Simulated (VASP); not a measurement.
Given:

```xyz
1
Lattice="0.0000 2.0629 2.0629 2.0629 0.0000 2.0629 2.0629 2.0629 0.0000" Properties=species:S:1:pos:R:3 pbc="T T T"
Au     0.0000     0.0000     0.0000
```

Calculation: r2SCAN meta-GGA, VASP's PBE PAW potentials (set 64) (plane waves; VASP). Run with PREC = Normal, EDIFF = 1E-5, 400 eV cut-off, 17×17×17 Γ-centred mesh, first-order Methfessel-Paxton smearing of 0.10 eV, potentials Au.

Unless said otherwise, spin-orbit coupling is left out, though it shifts the bands of the heavy elements here.

Problem. What does the run give for the energy per atom (σ→0), band gap (on the k-mesh) with the smallest direct gap where there is one?

Solution. 
| Property | Result |
|---|---|
| band gap (on the k-mesh) | none (metal, semimetal or under 0.01 eV) |
| energy per atom (σ→0) | -50.594 eV/atom |

The compound is Au in the fcc structure. It was relaxed first.
